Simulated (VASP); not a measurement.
Method: PBEsol GGA, VASP's PBE PAW potentials (set 64) (plane waves; VASP).

VASP input:

**KPOINTS**
```
Regular mesh
0
gamma
  14 14 8
0 0 0
```

**POSCAR**
```
Ru
1
    2.7100000000     0.0000000000     0.0000000000
   -1.3550000000     2.3469290000     0.0000000000
    0.0000000000     0.0000000000     4.2800000000
Ru
2
Direct
  0.6666670000   0.3333330000   0.7500000000
  0.3333330000   0.6666670000   0.2500000000
```

### INCAR
```
SYSTEM=Ru
PREC=Accurate; ENCUT=480; LREAL=.FALSE.
LASPH=.TRUE.
EDIFF=1E-6; NELM=100; ALGO=Normal
LMAXMIX=4
ISMEAR=1; SIGMA=0.1
GGA=PS
IBRION=2; NSW=60; ISIF=3
EDIFFG=-0.01
LWAVE=.FALSE.; LCHARG=.FALSE.
```

POTCAR, in this order: Ru_pv (PBE.64 set). Program: vasp_std.

What VASP printed:

OUTCAR:
```
 ion  position               nearest neighbor table
   1  0.667  0.333  0.750-   2 2.65   2 2.65   2 2.65   2 2.65   2 2.65   2 2.65
   2  0.333  0.667  0.250-   1 2.65   1 2.65   1 2.65   1 2.65   1 2.65   1 2.65
  LATTYP: Found a hexagonal cell.
 ALAT       =     2.7100000000
 C/A-ratio  =     1.5793357934
 Subroutine PRICEL returns:
 Original cell was already a primitive cell.
 Subroutine GETGRP returns: Found 24 space group operations
The static configuration has the point symmetry D_3d.
 The point group associated with its full space group is D_6h.
The dynamic configuration has the point symmetry D_3d.
 Subroutine INISYM returns: Found 24 space group operations
 Subroutine IBZKPT returns following result:
 Found    120 irreducible k-points:

 Following reciprocal coordinates:
            Coordinates               Weight
  0.000000  0.000000  0.000000      1.000000
  0.071429 -0.000000  0.000000      6.000000
  0.142857  0.000000  0.000000      6.000000
  0.214286  0.000000  0.000000      6.000000
  0.285714 -0.000000  0.000000      6.000000
  0.357143  0.000000  0.000000      6.000000
  0.428571  0.000000  0.000000      6.000000
...
```

File OSZICAR:
```
       N       E                     dE             d eps       ncg     rms          rms(c)
DAV:   1     0.271290578040E+03    0.27129E+03   -0.17323E+04  4320   0.163E+03
DAV:   2    -0.154500151808E+02   -0.28674E+03   -0.28121E+03  4574   0.480E+02
DAV:   3    -0.218642438950E+02   -0.64142E+01   -0.62309E+01  4634   0.768E+01
DAV:   4    -0.219443137885E+02   -0.80070E-01   -0.77480E-01  5268   0.694E+00
DAV:   5    -0.219453114619E+02   -0.99767E-03   -0.99758E-03  4692   0.752E-01    0.192E+01
DAV:   6    -0.204352309827E+02    0.15101E+01   -0.40858E+00  4366   0.210E+01    0.459E+00
DAV:   7    -0.203338637439E+02    0.10137E+00   -0.30318E-01  4442   0.511E+00    0.994E-01
DAV:   8    -0.203236000648E+02    0.10264E-01   -0.64405E-03  4476   0.966E-01    0.308E-01
DAV:   9    -0.203228203024E+02    0.77976E-03   -0.10554E-03  5362   0.371E-01    0.402E-02
DAV:  10    -0.203228419561E+02   -0.21654E-04   -0.33236E-05  4944   0.551E-02    0.116E-02
DAV:  11    -0.203228415669E+02    0.38921E-06   -0.35416E-06  4518   0.184E-02
   1 F= -.20322842E+02 E0= -.20322303E+02  d E =-.203228E+02
       N       E                     dE             d eps       ncg     rms          rms(c)
DAV:   1    -0.235362367416E+02   -0.32134E+01   -0.73475E+01  4354   0.105E+02    0.220E+01
DAV:   2    -0.203039761544E+02    0.32323E+01   -0.89107E+00  4342   0.329E+01    0.297E+00
DAV:   3    -0.201671796087E+02    0.13680E+00   -0.62156E-01  4426   0.788E+00    0.296E+00
DAV:   4    -0.201907661231E+02   -0.23587E-01   -0.24989E-02  4404   0.136E+00    0.910E-01
DAV:   5    -0.201952164331E+02   -0.44503E-02   -0.54058E-03  4866   0.503E-01    0.110E-01
DAV:   6    -0.201951365905E+02    0.79843E-04   -0.25133E-04  5168   0.117E-01    0.211E-02
DAV:   7    -0.201951363161E+02    0.27440E-06   -0.16871E-05  4954   0.356E-02    0.135E-02
DAV:   8    -0.201951361185E+02    0.19765E-06   -0.89633E-07  2880   0.688E-03
   2 F= -.20195136E+02 E0= -.20194859E+02  d E =0.127705E+00
       N       E                     dE             d eps       ncg     rms          rms(c)
DAV:   1    -0.223535165904E+02   -0.21584E+01   -0.44855E+01  4342   0.854E+01    0.106E+01
DAV:   2    -0.203577779064E+02    0.19957E+01   -0.58224E+00  4340   0.256E+01    0.285E+00
DAV:   3    -0.203189259876E+02    0.38852E-01   -0.30560E-01  4418   0.540E+00    0.941E-01
DAV:   4    -0.203319623524E+02   -0.13036E-01   -0.91844E-03  4416   0.883E-01    0.415E-01
DAV:   5    -0.203361334754E+02   -0.41711E-02   -0.40808E-03  4646   0.471E-01    0.874E-02
DAV:   6    -0.203361313242E+02    0.21512E-05   -0.19579E-04  5396   0.106E-01    0.254E-02
DAV:   7    -0.203361317703E+02   -0.44613E-06   -0.16300E-05  4902   0.392E-02    0.611E-03
DAV:   8    -0.203361311841E+02    0.58625E-06   -0.92245E-07  2514   0.871E-03
   3 F= -.20336131E+02 E0= -.20335639E+02  d E =-.132896E-01
       N       E                     dE             d eps       ncg     rms          rms(c)
DAV:   1    -0.203363163714E+02   -0.18460E-03   -0.38345E-03  4350   0.769E-01    0.117E-01
DAV:   2    -0.203361400614E+02    0.17631E-03   -0.51316E-04  4342   0.242E-01    0.184E-02
DAV:   3    -0.203361368614E+02    0.32000E-05   -0.27736E-05  4436   0.511E-02    0.115E-02
DAV:   4    -0.203361403950E+02   -0.35336E-05   -0.19980E-06  3642   0.129E-02    0.123E-03
DAV:   5    -0.203361403374E+02    0.57611E-07   -0.18212E-07  2184   0.452E-03
   4 F= -.20336140E+02 E0= -.20335650E+02  d E =-.132988E-01
```

**OUTCAR**
```
------------------------ aborting loop because EDIFF is reached ----------------------------------------
  FORCE on cell =-STRESS in cart. coord.  units (eV):
  Direction    XX          YY          ZZ          XY          YZ          ZX
  --------------------------------------------------------------------------------------
  Total        0.0154623      0.0154623     -0.0141624     -0.0000000      0.0000000      0.0000000
  in kB        0.9299132      0.9299133     -0.8517350     -0.0000000      0.0000000      0.0000000
  external PRESSURE =       0.3360305 kB  Pullay stress =       0.0000000 kB
  volume of cell :       26.64
      direct lattice vectors                 reciprocal lattice vectors
     2.691676542 -0.000000000  0.000000000     0.371515665  0.214494655 -0.000000000
    -1.345838271  2.331060417  0.000000000     0.000000000  0.428989310 -0.000000000
     0.000000000  0.000000000  4.245855980    -0.000000000 -0.000000000  0.235523768
 POSITION                                       TOTAL-FORCE (eV/Angst)
 -----------------------------------------------------------------------------------
      1.34584      0.77702      3.18439        -0.000000      0.000000      0.000000
     -0.00000      1.55404      1.06146         0.000000     -0.000000      0.000000
 -----------------------------------------------------------------------------------
    total drift:                               -0.000432      0.000249     -0.000045
  FREE ENERGIE OF THE ION-ELECTRON SYSTEM (eV)
  ---------------------------------------------------
  free  energy   TOTEN  =       -20.3361403374 eV

  energy  without entropy=      -20.3346681935  energy(sigma->0) =      -20.33564962

 reached required accuracy - stopping structural energy minimisation
```
(Selected blocks of OUTCAR.)

**CONTCAR**
```
Ru
   1.00000000000000
     2.6916765420970461   -0.0000000000000000    0.0000000000000000
    -1.3458382710485230    2.3310604168117095    0.0000000000000000
     0.0000000000000000    0.0000000000000000    4.2458559801219131
  Ru
     2
Direct
     0.6666669999999968    0.3333330000000032    0.7500000000000000
     0.3333330000000032    0.6666669999999968    0.2500000000000000
```

Energy and stress use the plane-wave basis of the starting cell.

The compound is Ru in the hcp structure. This run relaxes it. Symmetry was kept, so distortions that lower it aren't found.
